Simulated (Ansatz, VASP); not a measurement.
# LiSnF3 in two plane-wave programs, part 2 of 2

One calculation is typed for both programs; each brings its own data sets. How far apart do they land? The cell is invented: As first built, before any earlier steps moved the atoms (in the runner's words): F for Cl in the LiSnCl3 structure of space group R3c. It may not be a known or stable phase. The two relaxations start from unlike cells of this crystal (the structure described is Ansatz's start), so only their ends are compared.

VASP 6.6.1 and Ansatz 0.2.0.

So far: The structure; Ansatz: relaxation of cell and atoms, PBEsol.

**3. VASP: relaxation of cell and atoms, PBEsol**

Level of this step: PBEsol; plane waves and PAW (Li_sv, Sn_d, F); invented cell (VASP).

Its own start cell and the same functional, mesh and smearing now go to VASP, with its own data sets.

Lines of VASP's logs that name or quote its potential files are left out, and so is its time.

INCAR reads:

```
SYSTEM = LiSnF3
PREC = Accurate
ENCUT = 750
EDIFF = 1E-07
NELM = 120
ISMEAR = 0
SIGMA = 0.03
LREAL = .FALSE.
ALGO = Normal
GGA = PS
NBANDS = 48
LORBIT = 11
LWAVE = .FALSE.
LCHARG = .FALSE.
ISIF = 3
IBRION = 2
NSW = 80
EDIFFG = -0.005
LASPH = .TRUE.
GGA_COMPAT = .FALSE.
NELMIN = 4
EFERMI = MIDGAP
KPAR = 2
```

POSCAR reads:

```
LiSnF3
1.0
    2.8251330471      1.6310911990      4.7444983838
   -2.8251330471      1.6310911990      4.7444983838
    0.0000000000     -3.2621832386      4.7444983551
Li Sn F
2 2 6
Direct
    0.2985364921      0.2985364921      0.2985364047
    0.7985365714      0.7985365714      0.7985363415
    0.0127191649      0.0127191649      0.0127191647
    0.5127192443      0.5127192443      0.5127191014
    0.0776069583      0.0477544935      0.5918763373
    0.0477545117      0.5918763854      0.0776068918
    0.5918764826      0.0776070737      0.0477542327
    0.0918764012      0.5477545274      0.5776067650
    0.5776069944      0.0918764033      0.5477542959
    0.5477544142      0.5776068790      0.0918764005
```

KPOINTS reads:

```
Automatic mesh
0
Gamma
4 4 4
0 0 0
```

Potentials, in the order of the species: Li_sv, Sn_d and F (PBE family, release 64).

Run with:

```console
mpirun -np 2 vasp_std
```

Numbers of over 12 decimals in the logs are rounded to 6 here.

Log:

```text
[banner, memory and clock lines left out]
running    2 mpi-ranks, on    1 nodes
 distrk:  each k-point on    1 cores,    2 groups
 distr:  one band on    1 cores,    1 groups

 POSCAR found type information on POSCAR LiSnF
 POSCAR found :  3 types and      10 ions
|                                                                             |
|               ----> ADVICE to this user running VASP <----                  |
|                                                                             |
|     You enforced a specific xc type in the INCAR file but a different       |
|     [... a line on the potential file left out ...]
|     I HOPE YOU KNOW WHAT YOU ARE DOING!                                     |
|                                                                             |

 LDA part: xc-table for (Slater+PW92), standard interpolation
 POSCAR, INCAR and KPOINTS ok, starting setup
 FFT: planning ... GRIDC
 FFT: planning ... GRID_SOFT
 FFT: planning ... GRID
 WAVECAR not read
 entering main loop
       N       E                     dE             d eps       ncg     rms          rms(c)
DAV:   1     0.121210724161E+04    0.12121E+04   -0.44552E+04  1392   0.272E+03
DAV:   2     0.170112518344E+03   -0.10420E+04   -0.98571E+03  1360   0.807E+02
DAV:   3    -0.359566179004E+02   -0.20607E+03   -0.20152E+03  1408   0.268E+02
DAV:   4    -0.530371241839E+02   -0.17081E+02   -0.17002E+02  1704   0.742E+01
DAV:   5    -0.541113424120E+02   -0.10742E+01   -0.10707E+01  2064   0.153E+01    0.119E+01
DAV:   6    -0.496328320795E+02    0.44785E+01   -0.15437E+01  2056   0.270E+01    0.471E+00
DAV:   7    -0.494992201520E+02    0.13361E+00   -0.11436E+00  1640   0.550E+00    0.261E+00
DAV:   8    -0.493902226909E+02    0.10900E+00   -0.26341E-01  1840   0.388E+00    0.496E-01
DAV:   9    -0.493898448231E+02    0.37787E-03   -0.57055E-02  1816   0.153E+00    0.224E-01
DAV:  10    -0.493909196654E+02   -0.10748E-02   -0.62257E-03  1664   0.782E-01    0.693E-02
DAV:  11    -0.493910719461E+02   -0.15228E-03   -0.66183E-04  1744   0.205E-01    0.318E-02
DAV:  12    -0.493910884548E+02   -0.16509E-04   -0.15504E-04  1960   0.820E-02    0.168E-02
DAV:  13    -0.493910905425E+02   -0.20877E-05   -0.15826E-05  1760   0.387E-02    0.573E-03
DAV:  14    -0.493910902947E+02    0.24774E-06   -0.17396E-06  1584   0.748E-03    0.158E-03
DAV:  15    -0.493910903054E+02   -0.10638E-07   -0.12079E-07  1080   0.308E-03
   1 F= -.49391090E+02 E0= -.49391090E+02  d E =-.493911E+02
[...]
2 F= -.49391455E+02 E0= -.49391455E+02  d E =-.364620E-03
[...]
3 F= -.49391462E+02 E0= -.49391462E+02  d E =-.371906E-03
[...]
4 F= -.49391755E+02 E0= -.49391755E+02  d E =-.292336E-03
[...]
5 F= -.49391988E+02 E0= -.49391988E+02  d E =-.526163E-03
[...]
6 F= -.49392081E+02 E0= -.49392081E+02  d E =-.924046E-04
[...]
7 F= -.49392096E+02 E0= -.49392096E+02  d E =-.107544E-03
 curvature:  -1.23 expect dE=-0.114E-03 dE for cont linesearch -0.419E-06
 trial: gam= 0.97814 g(F)=  0.446E-04 g(S)=  0.482E-04 ort = 0.564E-05 (trialstep = 0.796E+00)
 search vector abs. value=  0.193E-03
 bond charge predicted
       N       E                     dE             d eps       ncg     rms          rms(c)
DAV:   1    -0.493922260245E+02   -0.13008E-03   -0.31770E-02  1264   0.109E+00    0.883E-02
DAV:   2    -0.493921803238E+02    0.45701E-04   -0.95078E-04  1448   0.205E-01    0.369E-02
DAV:   3    -0.493921589808E+02    0.21343E-04   -0.54796E-05  1936   0.671E-02    0.167E-02
DAV:   4    -0.493921538242E+02    0.51566E-05   -0.12115E-05  1976   0.372E-02    0.472E-03
DAV:   5    -0.493921539687E+02   -0.14445E-06   -0.35525E-06  1592   0.136E-02    0.155E-03
DAV:   6    -0.493921541167E+02   -0.14798E-06   -0.27690E-07  1240   0.462E-03    0.936E-04
DAV:   7    -0.493921541479E+02   -0.31184E-07   -0.44439E-08   856   0.211E-03
   8 F= -.49392154E+02 E0= -.49392154E+02  d E =-.582299E-04
 trial-energy change:   -0.000058  1 .order   -0.000058   -0.000078   -0.000039
 step:   1.5685(harm=  1.5685)  dis= 0.00163  next Energy=   -49.392173 (dE=-0.771E-04)
 reached required accuracy - stopping structural energy minimisation
```

OUTCAR, selected parts (step 3):

```text
ion  position               nearest neighbor table
   1  0.299  0.299  0.299-   6 1.92   5 1.92   7 1.92  10 2.17   8 2.17   9 2.17   4 3.05
   2  0.799  0.799  0.799-   8 1.92   9 1.92  10 1.92   5 2.17   7 2.17   6 2.17   3 3.05
   3  0.013  0.013  0.013-   7 2.16   6 2.16   5 2.16   2 3.05
   4  0.513  0.513  0.513-  10 2.16   8 2.16   9 2.16   1 3.05
   5  0.078  0.048  0.592-   1 1.92   3 2.16   2 2.17
   6  0.048  0.592  0.078-   1 1.92   3 2.16   2 2.17
   7  0.592  0.078  0.048-   1 1.92   3 2.16   2 2.17
   8  0.092  0.548  0.578-   2 1.92   4 2.16   1 2.17
   9  0.578  0.092  0.548-   2 1.92   4 2.16   1 2.17
  10  0.548  0.578  0.092-   2 1.92   4 2.16   1 2.17

  LATTYP: Found a trigonal (rhomboedric) cell.
 ALAT       =     5.7577860456
 COS(alpha) =     0.5184994405

 Subroutine GETGRP returns: Found  6 space group operations
 (whereof  3 operations were pure point group operations)

The static configuration has the point symmetry C_3 .
 The point group associated with its full space group is C_3v.

 Found     13 irreducible k-points:

   k-points           NKPTS =     13   k-points in BZ     NKDIM =     13   number of bands    NBANDS=     48

   dimension x,y,z NGX =    54 NGY =   54 NGZ =   54
   dimension x,y,z NGXF=   108 NGYF=  108 NGZF=  108

   ENCUT  =  750.0 eV  55.12 Ry    7.42 a.u.  12.86 12.86 12.86*2*pi/ulx,y,z

   NELECT =      76.0000    total number of electrons

 k-points in reciprocal lattice and weights: Automatic mesh
   0.00000000  0.00000000  0.00000000       0.016
   0.25000000 -0.00000000 -0.00000000       0.094
   0.50000000 -0.00000000 -0.00000000       0.047
   0.25000000  0.25000000 -0.00000000       0.094
   0.50000000  0.25000000 -0.00000000       0.188
  -0.25000000  0.25000000  0.00000000       0.094
   0.50000000  0.50000000 -0.00000000       0.047
   0.25000000  0.25000000  0.25000000       0.031
   0.50000000  0.25000000  0.25000000       0.094
  -0.25000000  0.25000000  0.25000000       0.094
   0.50000000  0.50000000  0.25000000       0.094
  -0.25000000  0.50000000  0.25000000       0.094
   0.50000000  0.50000000  0.50000000       0.016

 average (electrostatic) potential at core
       1 -59.1867       2 -59.1867       3-102.7458       4-102.7458       5 -75.6595
       6 -75.6595       7 -75.6595       8 -75.6595       9 -75.6595      10 -75.6595

 E-fermi :   4.0033

 k-point     1 :       0.0000    0.0000    0.0000
  band No.  band energies     occupation
    ...
     34      -0.1288      2.00000
     35      -0.1288      2.00000
     36      -0.0013      2.00000
     37       0.2873      2.00000
     38       1.2385      2.00000
     39       8.2477      0.00000
     40       8.2477      0.00000
     41       8.4526      0.00000
     42       8.4526      0.00000
     43       8.8469      0.00000
    ...

 k-point     2 :       0.2500   -0.0000   -0.0000
  band No.  band energies     occupation
    ...
     34      -0.2026      2.00000
     35      -0.1275      2.00000
     36       0.0272      2.00000
     37       0.9366      2.00000
     38       1.6289      2.00000
     39       7.5370      0.00000
     40       7.8536      0.00000
     41       8.1179      0.00000
     42       8.2082      0.00000
     43       8.8191      0.00000
    ...

 k-point     3 :       0.5000   -0.0000   -0.0000
  band No.  band energies     occupation
    ...
     34      -0.3070      2.00000
     35      -0.0676      2.00000
     36      -0.0676      2.00000
     37       1.8210      2.00000
     38       1.8210      2.00000
     39       7.1038      0.00000
     40       7.1038      0.00000
     41       7.9878      0.00000
     42       7.9878      0.00000
     43       8.9874      0.00000
    ...

  Total       -0.0150785     -0.0150785     -0.0392240      0.0000000      0.0000000      0.0000000
  in kB       -0.1857723     -0.1857724     -0.4832539      0.0000000      0.0000000      0.0000000
  external PRESSURE =      -0.2849329 kB  Pullay stress =       0.0000000 kB

  energy-cutoff  :      750.00
  volume of cell :      130.04
      direct lattice vectors                 reciprocal lattice vectors
     2.818103951  1.627032949  4.726961677     0.177424257  0.102435933  0.070517467
    -2.818103951  1.627032949  4.726961677    -0.177424257  0.102435933  0.070517467
     0.000000000 -3.254066733  4.726961647     0.000000000 -0.204871866  0.070517449

 POSITION                                       TOTAL-FORCE (eV/Angst)
 -----------------------------------------------------------------------------------
      0.00000      0.00000      4.23689         0.000000     -0.000000      0.003984
      0.00000      0.00000     11.32734         0.000000     -0.000000      0.003984
      0.00000     -0.00000      0.18895         0.000000      0.000000     -0.003931
      0.00000      0.00000      7.27939         0.000000      0.000000     -0.003931
      0.08163     -1.72063      3.38637        -0.003886     -0.002654     -0.000018
     -1.53092      0.78962      3.38637        -0.000356      0.004692     -0.000018
      1.44929      0.93101      3.38637         0.004242     -0.002038     -0.000018
     -1.28718     -0.83741      5.74985         0.000356      0.004692     -0.000018
      1.36881     -0.69603      5.74985        -0.004242     -0.002038     -0.000018
     -0.08163      1.53344      5.74985         0.003886     -0.002654     -0.000018
 -----------------------------------------------------------------------------------
    total drift:                                0.000684     -0.000987     -0.000215

  FREE ENERGIE OF THE ION-ELECTRON SYSTEM (eV)
  ---------------------------------------------------
  free  energy   TOTEN  =       -49.3921541479 eV

  energy  without entropy=      -49.3921541479  energy(sigma->0) =      -49.39215415

 reached required accuracy - stopping structural energy minimisation

 total charge
# of ion       s       p       d       tot
------------------------------------------
    1        2.016   0.050   0.000   2.067
    2        2.016   0.050   0.000   2.067
    3        1.400   0.546  10.048  11.993
    4        1.400   0.546  10.048  11.993
    5        1.733   4.346   0.000   6.079
    6        1.733   4.346   0.000   6.079
    7        1.733   4.346   0.000   6.079
    8        1.733   4.346   0.000   6.079
    9        1.733   4.346   0.000   6.079
   10        1.733   4.346   0.000   6.079
--------------------------------------------------
tot         17.228  27.270  20.096  64.594

[... 3 further parts left out ...]
```

The run keeps the 6 symmetry operations of its start, so it cannot find a distortion of lower symmetry.

**4. Comparison**

Known differences besides the potentials themselves: the cutoff is 420 eV in Ansatz and 750 eV in VASP; Ansatz makes its cores anew for this functional, VASP keeps those of its PBE data sets; Ansatz adds a Pulay correction to the stress that steers its cell, VASP none. Total energies have different zeros and are not compared.

Both answers:

| quantity | Ansatz | VASP | difference |
| --- | --- | --- | --- |
| volume (Å³) | 132.44 | 130.04 | +1.85 % |
| edge a after relaxation, in the typed setting (Å) | 5.781 | 5.739 | +0.74 % |

Found at a tolerance of 0.01 Å, the end structures differ in symmetry: R3m in Ansatz, R3c in VASP.

**5. Summary of results**

```json
{
 "difference in volume (relaxation of cell and atoms, PBEsol)": "1.8 %"
}
```

What this shows: The difference in volume is 1.8 % (relaxation of cell and atoms, PBEsol), beyond the 1.2 % picked in this series as the mark of a large difference, as far as the stopping tolerances let one tell. What causes the difference of the relaxation of cell and atoms, PBEsol pair stays open here. Such differences can come from data sets, numerical settings and the points named under the comparisons, not from the functional's error against experiment.

[Lines on the potential files, build, host, timing and source positions are cut from VASP's logs without a mark.]

[Logs are printed without paths, hosts, clocks, repeated set-up lines and the standing remarks that a program may print on its own settings, such as how far it seeks lower states.]

[Hosts, paths, dates, database ids (printed as entryN), source tags and the programs' standing remarks are cut or masked in the printed files.]
